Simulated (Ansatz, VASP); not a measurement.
# Cross-check of LiBH52C44F44 between VASP and Ansatz

Wanted: the spread between two codes on one cell, functional and k mesh. The structure shown is the start of the Ansatz relaxation below; VASP solves that cell, so the two are compared at the walk's first step.

Calculated with Ansatz 0.2.0; plane waves, with VASP 6.6.1 beside it; single point at LDA.

## Step 1: The starting structure

The cell holds 142 atoms: 44 C, 44 F, 52 H, 1 B and 1 Li. Cell: a = 11.217 Å, b = 11.217 Å, c = 11.217 Å, α = 90.0°, β = 90.0°, γ = 90.0°.

## Step 2: Ansatz: relaxation, LDA

Ansatz runs on its default PAW (the set named soft_2) files.

The two programs are compared at the cell with which this relaxation starts, whose forces are those of its first step.

input.yaml

```yaml
crystal:
  lattice:
    - [11.21675, 0.0, 0.0]
    - [0.0, 11.21675, 0.0]
    - [0.0, 0.0, 11.21675]
  atoms:
    - { symbol: C, position: [0.581, 0.66841, 0.66195] }
    - { symbol: C, position: [0.52775, 0.79006, 0.62722] }
    - { symbol: C, position: [0.39849, 0.81572, 0.65257] }
    - { symbol: F, position: [0.32904, 0.72277, 0.61582] }
    - { symbol: F, position: [0.37344, 0.91996, 0.59639] }
    - { symbol: C, position: [0.37624, 0.84436, 0.78737] }
    - { symbol: C, position: [0.25454, 0.8971, 0.81139] }
    - { symbol: F, position: [0.25344, 0.01544, 0.77807] }
    - { symbol: F, position: [0.23538, 0.89751, 0.93236] }
    - { symbol: C, position: [0.15801, 0.83227, 0.74865] }
    - { symbol: C, position: [0.03955, 0.88172, 0.78535] }
    - { symbol: F, position: [0.00988, 0.85776, 0.90288] }
    - { symbol: F, position: [0.95771, 0.8081, 0.72222] }
    - { symbol: C, position: [0.0133, 0.00916, 0.75731] }
    - { symbol: C, position: [0.88794, 0.04334, 0.73334] }
    - { symbol: F, position: [0.85491, 0.00219, 0.62271] }
    - { symbol: F, position: [0.81716, 0.98645, 0.81964] }
    - { symbol: C, position: [0.86286, 0.17505, 0.73873] }
    - { symbol: C, position: [0.93842, 0.25951, 0.66743] }
    - { symbol: F, position: [0.90464, 0.37263, 0.69288] }
    - { symbol: F, position: [0.05552, 0.25172, 0.7005] }
    - { symbol: C, position: [0.93175, 0.25529, 0.53539] }
    - { symbol: C, position: [0.8031, 0.25796, 0.4864] }
    - { symbol: F, position: [0.73768, 0.32098, 0.56359] }
    - { symbol: F, position: [0.75657, 0.14991, 0.49555] }
    - { symbol: C, position: [0.78431, 0.30638, 0.36106] }
    - { symbol: C, position: [0.84325, 0.22696, 0.26577] }
    - { symbol: F, position: [0.79606, 0.26595, 0.15902] }
    - { symbol: F, position: [0.8214, 0.11166, 0.28333] }
    - { symbol: C, position: [0.97029, 0.25264, 0.2411] }
[... 106 atom lines left out ...]
    - { symbol: B, position: [0.00061, 0.60221, 0.4979] }
    - { symbol: F, position: [0.02781, 0.52503, 0.40509] }
    - { symbol: F, position: [0.96335, 0.72146, 0.48714] }
    - { symbol: F, position: [0.08401, 0.602, 0.59138] }
    - { symbol: F, position: [0.90138, 0.54711, 0.55628] }
    - { symbol: Li, position: [0.94319, 0.52168, 0.72462] }
kpoints:
  mp_grid: { grid: [1, 1, 1] }
hamiltonian:
  xc: lda
scf:
  occupations: { method: gaussian, width: 0.05 }
output:
  forces: true
relax:
  f_tol: 0.05
  max_steps: 200
```

The run is started by

```
$ ansatz run input.yaml --threads 4 --pin off --max-ram 8192MiB --backend cpu --events-out ev --progress --plain --runs-dir out
```

Numbers of over 12 decimals in the logs are rounded to 6 here.

Output:

```text
Engine: ansatz 0.2.0, aarch64-unknown-linux-gnu
Pseudopotentials: kind: paw
Pseudopotential: C, paw, valence charge 4, recommended cutoff 420 eV (normal), C.paw.azcp
Pseudopotential: F, paw, valence charge 7, recommended cutoff 420 eV (normal), F.paw.azcp
Pseudopotential: H, paw, valence charge 1, recommended cutoff 420 eV (normal), H.paw.azcp
Pseudopotential: B, paw, valence charge 3, recommended cutoff 420 eV (normal), B.paw.azcp
Pseudopotential: Li, paw, valence charge 3, recommended cutoff 420 eV (normal), Li.paw.azcp
Functional definition: SPW92
  exchange = slater_x
  correlation = pw_c
Crystal: 142 atoms, lattice volume = 1411.241 Å³
Basis set: ecut = 420 eV, 27609 PW (Γ)
Bands: 413, of which v1, the nominal top of the filled ones, is band 271 counted from 1 (270 counted from 0)
Symmetry: 1 space group operations
Space group: P1 (ITA 1), of the structure as read, at distance tolerance 1.1e-4 Å
k-points: 1
Non-local potential: C, projectors of the file, l = 0: 2, l = 1: 2, l = 2: 1
Non-local potential: F, projectors of the file, l = 0: 2, l = 1: 2, l = 2: 1
Non-local potential: H, projectors of the file, l = 0: 2, l = 1: 1
Non-local potential: B, projectors of the file, l = 0: 2, l = 1: 2, l = 2: 1
Non-local potential: Li, projectors of the file, l = 0: 3, l = 1: 2, l = 2: 1
PAW form: soft (Blöchl's): semilocal exchange-correlation on the pseudo side does not see the compensation charge
PAW frozen core: C, regenerated for the run's functional, and the local potential with it (the file was generated under x = pbe(κ = 0.804, μ = 0.219515), c = pbe(β = 0.066725))
PAW frozen core: F, regenerated for the run's functional, and the local potential with it (the file was generated under x = pbe(κ = 0.804, μ = 0.219515), c = pbe(β = 0.066725))
PAW frozen core: B, regenerated for the run's functional, and the local potential with it (the file was generated under x = pbe(κ = 0.804, μ = 0.219515), c = pbe(β = 0.066725))
PAW one-centre angular grid: C, 110 points (default); XC on 64 Gauss nodes
PAW one-centre angular grid: F, 110 points (default); XC on 64 Gauss nodes
PAW one-centre angular grid: H, 110 points (default); XC on 64 Gauss nodes
PAW one-centre angular grid: B, 110 points (default); XC on 64 Gauss nodes
PAW one-centre angular grid: Li, 110 points (default); XC on 64 Gauss nodes
Initial density: superposition of atomic densities (neutral atoms: chi_scale 0, normalization atom), corrected by the library's trained network
Initial wavefunctions: pseudopotential atomic-orbital guess
Functional: x = slater, c = lda
SCF iter   1: F=—  HF=-46771.019759 eV  |F-HF|=—  |Δ(HF+E_count)|=         —  Δρ=1.15e-2  dr2=1.44e0  ethr=1.77e-3  ⟨swp⟩=6.0  Hψ=1616  notcnv=0  defer=109
preconditioner: auto → Resta (q_TF=auto, 2.326 Å⁻¹)  ε∞=2.6  [insulator: Δε(μ)=5.969 eV  Ē_g=18.367 eV  σ=0.050 eV  W_gap=1.00  n_scr=304 (ndim 8)  ℏωp=23.0 eV  f_vac=0.265  D(μ)=0.00/eV (n_scr^D=0)  ε∞_Penn≈2.6]
SCF iter   2: F=—  HF=-46770.597999 eV  |F-HF|=—  |Δ(HF+E_count)|=   4.22e-1  Δρ=4.42e-3  dr2=2.49e-1  ethr=2.65e-4  ⟨swp⟩=2.0  Hψ=714  notcnv=0  defer=135
SCF iter   3: F=—  HF=-46770.520174 eV  |F-HF|=—  |Δ(HF+E_count)|=   7.78e-2  Δρ=1.91e-3  dr2=5.33e-2  ethr=4.59e-5  ⟨swp⟩=2.0  Hψ=556  notcnv=0  defer=135
SCF iter   4: F=—  HF=-46770.501200 eV  |F-HF|=—  |Δ(HF+E_count)|=   1.90e-2  Δρ=4.62e-4  dr2=3.75e-3  ethr=9.83e-6  ⟨swp⟩=2.0  Hψ=590  notcnv=0  defer=135
SCF iter   5: F=—  HF=-46770.501057 eV  |F-HF|=—  |Δ(HF+E_count)|=   1.43e-4  Δρ=2.45e-4  dr2=7.83e-4  ethr=6.92e-7  ⟨swp⟩=2.0  Hψ=529  notcnv=0  defer=135
SCF iter   6: F=—  HF=-46770.501057 eV  |F-HF|=—  |Δ(HF+E_count)|=   4.68e-7  Δρ=1.06e-4  dr2=1.25e-4  ethr=1.44e-7  ⟨swp⟩=2.0  Hψ=548  notcnv=0  defer=135
SCF iter   7: F=-46770.501066 eV  HF=-46770.501059 eV  |F-HF|=7.79e-6  |Δ(HF+E_count)|=   1.82e-6  Δρ=3.03e-5  dr2=1.21e-5  ethr=1.15e-8  ⟨swp⟩=2.0  Hψ=1231  notcnv=0
SCF 1 converged in 7 iterations: F = -46770.501066 eV  dr2 = 1.21e-5
  greatest PAW one-centre occupation: 1.000 electrons in one spin orbital (limit 2), on the Li atom at site 141 (counted from 0), in its partial waves of l = 0
relax step   1: F+E_penalty+E_count = -46770.50106632 eV  Δ(F+E_penalty+E_count) = +0.000e0 eV  max|allowed force component| = 3.754e0 eV/Å  Δτ_max = 0.0000 Å  (7 SCF iters, dr2 threshold 6.25e-5 eV, accepted)
Initial density: handed on by an earlier stage of this run
Initial wavefunctions: those handed on with the density
iter 1 solved again at ethr=7.99e-4 eV; its pass at ethr=3.10e-3 eV (dr2=4.33e0 eV) is discarded
SCF iter   1: F=—  HF=-46776.669291 eV  |F-HF|=—  |Δ(HF+E_count)|=         —  Δρ=3.16e-2  dr2=4.43e0  ethr=7.99e-4  ⟨swp⟩=1.0  Hψ=1456  notcnv=0  defer=136
[...]
- { symbol: F, position: [-0.00386032, 0.369379, 0.967041] }
    - { symbol: F, position: [0.097502, 0.451061, 0.111856] }
    - { symbol: C, position: [0.199199, 0.406513, 0.933054] }
    - { symbol: C, position: [0.196192, 0.535001, 0.892802] }
    - { symbol: F, position: [0.272801, 0.546835, 0.799902] }
    - { symbol: F, position: [0.084303, 0.558574, 0.841607] }
    - { symbol: C, position: [0.221958, 0.629711, 0.981812] }
    - { symbol: H, position: [0.670190, 0.613712, 0.690673] }
    - { symbol: H, position: [0.560589, 0.655093, 0.797656] }
    - { symbol: H, position: [0.518338, 0.576244, 0.666725] }
    - { symbol: H, position: [0.622732, 0.832180, 0.671352] }
    - { symbol: H, position: [0.587096, 0.751844, 0.540290] }
    - { symbol: H, position: [0.452944, 0.898816, 0.805315] }
    - { symbol: H, position: [0.386233, 0.755436, 0.809241] }
    - { symbol: H, position: [0.170721, 0.829117, 0.614453] }
    - { symbol: H, position: [0.175042, 0.732959, 0.737802] }
    - { symbol: H, position: [0.066889, 0.036584, 0.661137] }
    - { symbol: H, position: [0.054396, 0.045160, 0.817251] }
    - { symbol: H, position: [0.865669, 0.171951, 0.845777] }
    - { symbol: H, position: [0.755267, 0.162269, 0.730458] }
    - { symbol: H, position: [0.965723, 0.332512, 0.521642] }
    - { symbol: H, position: [0.944119, 0.174931, 0.512571] }
    - { symbol: H, position: [0.819343, 0.403521, 0.363617] }
    - { symbol: H, position: [0.683879, 0.322121, 0.347177] }
    - { symbol: H, position: [0.017926, 0.280779, 0.311056] }
    - { symbol: H, position: [0.948740, 0.364909, 0.199118] }
    - { symbol: H, position: [0.199820, 0.258899, 0.144211] }
    - { symbol: H, position: [0.155453, 0.183676, 0.012074] }
    - { symbol: H, position: [0.190767, 0.349926, 0.852915] }
    - { symbol: H, position: [0.288334, 0.389371, -0.029061] }
    - { symbol: H, position: [0.221162, 0.717447, 0.937960] }
[...]
- { symbol: C, position: [0.251283, 0.634842, 0.292308] }
    - { symbol: C, position: [0.379179, 0.602609, 0.318083] }
    - { symbol: C, position: [0.391857, 0.480979, 0.371986] }
    - { symbol: F, position: [0.509952, 0.461071, 0.395750] }
    - { symbol: F, position: [0.362515, 0.397560, 0.287462] }
    - { symbol: C, position: [0.317663, 0.460288, 0.482297] }
    - { symbol: C, position: [0.351653, 0.353836, 0.556354] }
    - { symbol: F, position: [0.460010, 0.376692, 0.607341] }
    - { symbol: F, position: [0.273177, 0.345392, 0.648867] }
    - { symbol: C, position: [0.363051, 0.233798, 0.497112] }
    - { symbol: C, position: [0.250573, 0.177746, 0.451217] }
    - { symbol: F, position: [0.172018, 0.158893, 0.542500] }
    - { symbol: F, position: [0.192300, 0.254969, 0.376348] }
    - { symbol: C, position: [0.265141, 0.059562, 0.389101] }
    - { symbol: C, position: [0.359035, 0.056198, 0.293502] }
    - { symbol: F, position: [0.468826, 0.058743, 0.347651] }
    - { symbol: F, position: [0.354337, 0.156745, 0.225801] }
    - { symbol: C, position: [0.350261, 0.948099, 0.214735] }
    - { symbol: C, position: [0.436310, 0.941996, 0.111464] }
    - { symbol: F, position: [0.412421, 0.836265, 0.054474] }
    - { symbol: F, position: [0.410491, 0.029372, 0.031962] }
    - { symbol: C, position: [0.566249, 0.945004, 0.143792] }
    - { symbol: C, position: [0.650989, 0.963616, 0.041716] }
    - { symbol: F, position: [0.651110, 0.081730, 0.011156] }
    - { symbol: F, position: [0.612686, 0.905134, 0.941516] }
    - { symbol: C, position: [0.777965, 0.931241, 0.068740] }
    - { symbol: C, position: [0.807439, 0.801439, 0.084228] }
    - { symbol: F, position: [0.922474, 0.797576, 0.121208] }
    - { symbol: F, position: [0.742221, 0.754338, 0.177114] }
    - { symbol: C, position: [0.790142, 0.725375, 0.974697] }
    - { symbol: C, position: [0.832378, 0.599196, 0.986759] }
    - { symbol: F, position: [0.831878, 0.550958, 0.870940] }
    - { symbol: F, position: [0.947684, 0.599602, 1.020069] }
    - { symbol: C, position: [0.768422, 0.514873, 0.069132] }
    - { symbol: C, position: [0.644370, 0.473928, 0.036323] }
    - { symbol: F, position: [0.590676, 0.438127, 0.138950] }
    - { symbol: F, position: [0.579029, 0.569525, -0.00269565] }
    - { symbol: C, position: [0.642441, 0.373820, 0.946697] }
    - { symbol: C, position: [0.521847, 0.331550, 0.905464] }
    - { symbol: F, position: [0.460989, 0.425355, 0.857166] }
    - { symbol: F, position: [0.455213, 0.296600, 0.00201272] }
    - { symbol: C, position: [0.525576, 0.232086, 0.817309] }
[...]
- { symbol: H, position: [0.841264, 0.766486, 0.901405] }
    - { symbol: H, position: [0.825269, 0.435205, 0.077823] }
    - { symbol: H, position: [0.762767, 0.558887, 0.156780] }
    - { symbol: H, position: [0.693861, 0.401546, 0.867654] }
    - { symbol: H, position: [0.689506, 0.297660, 0.987587] }
    - { symbol: H, position: [0.573256, 0.260732, 0.736494] }
    - { symbol: H, position: [0.568495, 0.153714, 0.857370] }
    - { symbol: H, position: [0.433473, 0.209209, 0.792130] }
    - { symbol: B, position: [-0.00252901, 0.564611, 0.533997] }
    - { symbol: F, position: [-0.035398, 0.506623, 0.430510] }
    - { symbol: F, position: [1.064173, 0.663986, 0.511217] }
    - { symbol: F, position: [0.062679, 0.484367, 0.607909] }
    - { symbol: F, position: [0.895925, 0.591540, 0.604575] }
    - { symbol: Li, position: [0.955303, 0.511937, 0.740700] }
```

## Step 3: VASP: single point, LDA, start cell

The same cell, functional (in two slightly different forms), mesh and smearing now go to VASP, with its own data sets.

Lines of VASP's logs that name or quote its potential files are left out, and so is its time.

INCAR

```
SYSTEM = LiBH52C44F44
PREC = Accurate
ENCUT = 650
EDIFF = 1E-06
NELM = 120
ISMEAR = 0
SIGMA = 0.05
LREAL = Auto
ALGO = Normal
GGA = CA
NBANDS = 370
LORBIT = 11
LWAVE = .FALSE.
LCHARG = .FALSE.
ISIF = 2
LASPH = .TRUE.
GGA_COMPAT = .FALSE.
EFERMI = MIDGAP
```

POSCAR

```
LiBH52C44F44
1.0
   11.2167500000      0.0000000000      0.0000000000
    0.0000000000     11.2167500000      0.0000000000
    0.0000000000      0.0000000000     11.2167500000
C F H B Li
44 44 52 1 1
Direct
    0.5809971694      0.6684110816      0.6619475338
    0.5277464506      0.7900595092      0.6272226804
    0.3984933247      0.8157175652      0.6525687031
    0.3762408897      0.8443622261      0.7873671072
    0.2545389707      0.8970958611      0.8113936746
    0.1580136849      0.8322731629      0.7486482270
    0.0395479974      0.8817170749      0.7853522634
    0.0133015356      0.0091559498      0.7573138387
    0.8879399113      0.0433369737      0.7333407627
    0.8628613458      0.1750507054      0.7387255667
    0.9384179910      0.2595136737      0.6674304054
    0.9317493926      0.2552878508      0.5353868099
    0.8031025030      0.2579624223      0.4863975751
    0.7843091805      0.3063810819      0.3610582388
    0.8432478213      0.2269641385      0.2657721711
    0.9702899681      0.2526400250      0.2411037065
    0.0121514699      0.1836271647      0.1306795640
    0.1301624802      0.2431720418      0.0811375844
    0.1030334099      0.3514832728      0.0071589364
    0.2162301915      0.3906211692      0.9429380168
    0.1925334879      0.5049412709      0.8771792186
    0.2030356387      0.6117725723      0.9596005973
    0.2641585129      0.6227561459      0.2696235541
    0.3813136604      0.6214901821      0.3426571868
    0.3957117703      0.4974613859      0.3953997370
    0.3085118238      0.4539371921      0.4884837408
    0.3622083045      0.3517685604      0.5581384982
    0.3839614862      0.2329730091      0.4983618249
    0.2685893864      0.1859005505      0.4593219961
    0.2623130586      0.0720797022      0.3858515167
[... 106 atom lines left out ...]
    0.7141373392      0.2804466534      0.9701384091
    0.5540196581      0.2576860499      0.7513138833
    0.5620701183      0.1413778501      0.8629594134
    0.4212004368      0.2134129761      0.8314440457
    0.0006062362      0.6022065215      0.4978982326
    0.9431876435      0.5216840885      0.7246216596
```

KPOINTS

```
Automatic mesh
0
Gamma
1 1 1
0 0 0
```

Potentials, in the order of the species: C, F, H, B and Li_sv (LDA family, release 64).

The run is started by

```
$ export OMP_NUM_THREADS=3
$ mpirun -np 1 vasp_gam
```

Output:

```text
[banner, memory and clock lines left out]
running    1 mpi-ranks, on    1 nodes
[...]
Offloading initialized ...    1 GPUs detected
[...]
LDA part: xc-table for (Slater(with rela. corr.)+CA(PZ))
 , standard interpolation
 POSCAR, INCAR and KPOINTS ok, starting setup
[...]
entering main loop
       N       E                     dE             d eps       ncg     rms          rms(c)
DAV:   1     0.520514057678E+04    0.52051E+04   -0.36247E+05   748   0.171E+03
DAV:   2    -0.431975935840E+03   -0.56371E+04   -0.53844E+04   892   0.392E+02
DAV:   3    -0.906085444350E+03   -0.47411E+03   -0.47050E+03   896   0.116E+02
DAV:   4    -0.917930032269E+03   -0.11845E+02   -0.11797E+02   960   0.186E+01
[...]
DAV:  17    -0.850049061334E+03   -0.43213E-05   -0.59912E-05   960   0.239E-02    0.112E-02
DAV:  18    -0.850049064109E+03   -0.27753E-05   -0.23485E-05   880   0.135E-02    0.604E-03
DAV:  19    -0.850049064651E+03   -0.54151E-06   -0.46648E-06   896   0.606E-03
   1 F= -.85004906E+03 E0= -.85004906E+03  d E =0.000000E+00
```

From OUTCAR (step 3):

```text
  FREE ENERGIE OF THE ION-ELECTRON SYSTEM (eV)
  ---------------------------------------------------
  free  energy   TOTEN  =      -850.0490646510 eV

  energy  without entropy=     -850.0490646510  energy(sigma->0) =     -850.04906465
```

The run ends at a pressure of 2.25 GPa, with forces up to 4.0 eV/Å.

## Step 4: Side by side

Known differences besides the potentials themselves: the two LDA forms differ slightly; the cutoff is 420 eV in Ansatz and 650 eV in VASP (PREC = Accurate, projectors in real space); VASP's log shows a relativistic correction to its local exchange, Ansatz's none. Total energies have different zeros and are not compared.

Forces on 9 of the 142 atoms, those with the largest forces and the largest differences (eV/Å; atoms numbered as in POSCAR):

| atom | Ansatz x, y, z | VASP x, y, z |
| --- | --- | --- |
| C3 | 1.487, 0.203, 3.038 | 1.799, 0.149, 3.350 |
| C6 | -0.769, 0.845, 3.754 | -0.770, 0.835, 3.731 |
| C13 | 1.135, 0.799, 0.005 | 1.579, 1.005, -0.332 |
| C23 | 0.174, 2.111, 2.689 | 0.175, 2.108, 2.677 |
| C30 | 1.703, -2.517, 2.579 | 1.693, -2.519, 2.579 |
| C31 | -1.893, -0.455, 2.376 | -2.188, -0.867, 2.400 |
| C33 | -1.498, 1.250, 1.621 | -1.270, 1.422, 2.165 |
| C42 | 0.190, -1.742, 3.011 | 0.208, -1.740, 2.994 |
| F73 | 0.268, -3.117, -0.676 | 0.117, -3.603, -1.000 |

The forces differ by 178 meV/Å r.m.s., which is 18.3 % of the r.m.s. force of 0.977 eV/Å (both taken over all components).

## Step 5: What came out

| Quantity | Value |
| --- | --- |
| r.m.s. force difference (single point, LDA, start cell) | 18 % of the r.m.s. force |

**Reading.** The r.m.s. force difference is 18 % of the r.m.s. force (single point, LDA, start cell), beyond the 3 % picked in this series as the mark of a large difference. What causes the difference of the single point, LDA, start cell pair stays open here. 1 further run of this series is not shown here. How closely two codes agree says nothing of how well the functional describes the real material.

[Lines on the potential files, build, host, timing and source positions are cut from VASP's logs without a mark.]

[Logs are printed without paths, hosts, clocks, repeated set-up lines and the standing remarks that a program may print on its own settings, such as how far it seeks lower states.]

[Hosts, paths, dates, database ids (printed as entryN), source tags and the programs' standing remarks are cut or masked in the printed files.]
